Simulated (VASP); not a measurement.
OSZICAR of a VASP run on Zr (hcp):

**OSZICAR**
```
       N       E                     dE             d eps       ncg     rms          rms(c)
DAV:   1     0.212019336486E+03    0.21202E+03   -0.13462E+04  2688   0.146E+03
DAV:   2    -0.469162251469E+01   -0.21671E+03   -0.21488E+03  3360   0.413E+02
DAV:   3    -0.190347207625E+02   -0.14343E+02   -0.14223E+02  5104   0.782E+01
DAV:   4    -0.192724254988E+02   -0.23770E+00   -0.23760E+00  2952   0.114E+01
DAV:   5    -0.192786212306E+02   -0.61957E-02   -0.61952E-02  4232   0.124E+00    0.163E+01
DAV:   6    -0.186935318373E+02    0.58509E+00   -0.88864E-01  2816   0.823E+00    0.666E+00
DAV:   7    -0.185791408300E+02    0.11439E+00   -0.58552E-01  3944   0.566E+00    0.107E+00
DAV:   8    -0.185820431243E+02   -0.29023E-02   -0.33995E-02  3592   0.165E+00    0.284E-01
DAV:   9    -0.185823329790E+02   -0.28985E-03   -0.13751E-03  3264   0.395E-01    0.335E-02
DAV:  10    -0.185823136087E+02    0.19370E-04   -0.43228E-05  4040   0.453E-02    0.244E-02
DAV:  11    -0.185823144346E+02   -0.82586E-06   -0.81546E-06  2952   0.383E-02
   1 F= -.17221103E+02 E0= -.17220949E+02  d E =-.172211E+02
       N       E                     dE             d eps       ncg     rms          rms(c)
DAV:   1    -0.205059057367E+02   -0.19236E+01   -0.67648E+01  3232   0.871E+01    0.170E+01
DAV:   2    -0.186766604781E+02    0.18292E+01   -0.52819E+00  2904   0.229E+01    0.440E+00
DAV:   3    -0.183427035296E+02    0.33396E+00   -0.21076E+00  3984   0.113E+01    0.312E+00
DAV:   4    -0.183995205948E+02   -0.56817E-01   -0.17788E-01  3616   0.187E+00    0.126E+00
DAV:   5    -0.184380252499E+02   -0.38505E-01   -0.15659E-01  4000   0.231E+00    0.379E-01
DAV:   6    -0.184372333332E+02    0.79192E-03   -0.53626E-03  3672   0.614E-01    0.140E-01
DAV:   7    -0.184373487410E+02   -0.11541E-03   -0.50599E-04  3816   0.234E-01    0.262E-02
DAV:   8    -0.184373428038E+02    0.59371E-05   -0.12673E-05  3200   0.389E-02    0.643E-03
DAV:   9    -0.184373445125E+02   -0.17087E-05   -0.52923E-06  2800   0.149E-02    0.151E-03
DAV:  10    -0.184373445322E+02   -0.19672E-07   -0.35087E-07  1600   0.485E-03
   2 F= -.17205842E+02 E0= -.17206240E+02  d E =0.152603E-01
       N       E                     dE             d eps       ncg     rms          rms(c)
DAV:   1    -0.190999038705E+02   -0.66256E+00   -0.19335E+01  3064   0.480E+01    0.784E+00
DAV:   2    -0.186512651280E+02    0.44864E+00   -0.19374E+00  3312   0.133E+01    0.273E+00
DAV:   3    -0.185243910633E+02    0.12687E+00   -0.67257E-01  3968   0.661E+00    0.147E+00
DAV:   4    -0.185406834284E+02   -0.16292E-01   -0.62991E-02  3280   0.132E+00    0.616E-01
DAV:   5    -0.185533668371E+02   -0.12683E-01   -0.38668E-02  4088   0.120E+00    0.302E-01
DAV:   6    -0.185537546484E+02   -0.38781E-03   -0.18925E-03  3096   0.365E-01    0.540E-02
DAV:   7    -0.185537931837E+02   -0.38535E-04   -0.68148E-05  3920   0.656E-02    0.288E-02
DAV:   8    -0.185538090250E+02   -0.15841E-04   -0.18395E-05  3536   0.462E-02    0.471E-03
DAV:   9    -0.185538089208E+02    0.10422E-06   -0.38511E-07  1616   0.589E-03
   3 F= -.17252965E+02 E0= -.17253303E+02  d E =-.318627E-01
       N       E                     dE             d eps       ncg     rms          rms(c)
DAV:   1    -0.185527898427E+02    0.10192E-02   -0.55439E-03  3176   0.801E-01    0.139E-01
DAV:   2    -0.185526520242E+02    0.13782E-03   -0.51422E-04  3264   0.220E-01    0.432E-02
DAV:   3    -0.185526193461E+02    0.32678E-04   -0.18140E-04  3936   0.107E-01    0.256E-02
DAV:   4    -0.185526240190E+02   -0.46730E-05   -0.17043E-05  3040   0.199E-02    0.106E-02
DAV:   5    -0.185526274416E+02   -0.34225E-05   -0.12366E-05  4024   0.219E-02    0.424E-03
DAV:   6    -0.185526274427E+02   -0.10991E-08   -0.43967E-07  1592   0.626E-03
   4 F= -.17252973E+02 E0= -.17253324E+02  d E =-.318700E-01
       N       E                     dE             d eps       ncg     rms          rms(c)
DAV:   1    -0.185533003839E+02   -0.67294E-03   -0.46643E-02  2688   0.204E+00    0.154E-01
DAV:   2    -0.185527053394E+02    0.59504E-03   -0.14675E-03  3176   0.309E-01    0.713E-02
DAV:   3    -0.185525393048E+02    0.16603E-03   -0.63666E-04  3600   0.183E-01    0.127E-02
DAV:   4    -0.185525402165E+02   -0.91178E-06   -0.10121E-05  3200   0.315E-02    0.582E-03
DAV:   5    -0.185525402886E+02   -0.72030E-07   -0.64473E-07  1864   0.693E-03
   5 F= -.17253121E+02 E0= -.17253460E+02  d E =-.148480E-03
       N       E                     dE             d eps       ncg     rms          rms(c)
DAV:   1    -0.185530748793E+02   -0.53466E-03   -0.44138E-02  2688   0.198E+00    0.150E-01
DAV:   2    -0.185525106417E+02    0.56424E-03   -0.13915E-03  3176   0.300E-01    0.693E-02
DAV:   3    -0.185523536102E+02    0.15703E-03   -0.60297E-04  3608   0.178E-01    0.124E-02
DAV:   4    -0.185523544863E+02   -0.87611E-06   -0.96534E-06  3224   0.306E-02
   6 F= -.17253170E+02 E0= -.17253492E+02  d E =-.197198E-03
```

Problem. Which electronic solver shows in the log?

Solution. It is blocked Davidson (ALGO = Normal, or the opening steps of other solvers). The INCAR had ALGO = Normal.

Problem. Can the final energy be trusted as converged?

Solution. Self-consistency was reached. It stopped with EDIFF = 1E-6, NELM = 100, NSW = 40 and EDIFFG = -0.02 after 6 ionic steps (LDA (Ceperley-Alder, Perdew-Zunger), plane waves, VASP's LDA PAW potentials (set 64)). Energy and stress use the plane-wave basis of the starting cell.

The compound is Zr in the hcp structure. This run relaxes it under an external pressure of 5 GPa. Symmetry was kept, so distortions that lower it aren't found.
